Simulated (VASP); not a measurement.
The system is TaN.

```
Ta N
1.0
     0.00000    2.21132    2.21132
     2.21132    0.00000    2.21132
     2.21132    2.21132    0.00000
Ta N
1 1
Direct
  0.50000 0.50000 0.50000
  0.00000 0.00000 0.00000
```

The cell comes from a database or a generator and needn't be the stable form of this composition.

| Quantity | Value |
| --- | --- |
| Program | VASP 6.6.1 |
| Task | relaxation of cell and atoms |
| Functional | PBE |
| Dispersion | D3(BJ) |
| Potentials or basis | VASP PAW PBE potentials, release 64 (Ta_pv, N) |
| Cutoff | 600 eV |
| k mesh | 14 × 14 × 14 |
| Occupations | methfessel-paxton, width 0.1 eV |
| Spin | no spin polarisation |

At the start: pressure -7.8 GPa; volume 10.81 Å³/atom.

Problem. Where does the relaxation end?

Solution. Over 3 steps the energy falls by 6.2 meV/atom and the volume is 10.57 Å³/atom (-2.3 %); space group Fm-3m (No. 225, to 0.05 Å).

Step by step:
| step | energy change (eV) | largest force (eV/Å) | pressure (GPa) | volume (Å³) |
| --- | --- | --- | --- | --- |
| 1 | 0.0000 | 0.0000 | -7.79 | 21.63 |
| 2 | 0.0564 | 0.0000 | 21.07 | 20.02 |
| 3 | -0.0125 | 0.0000 | -0.13 | 21.13 |

Final structure:
```
Ta N
1.0
     0.00000    2.19436    2.19436
     2.19436    0.00000    2.19436
     2.19436    2.19436    0.00000
Ta N
1 1
Direct
  0.50000 0.50000 0.50000
  0.00000 0.00000 0.00000
```

Caveat: pairwise dispersion overbinds metals, which lowers pressure and volume.
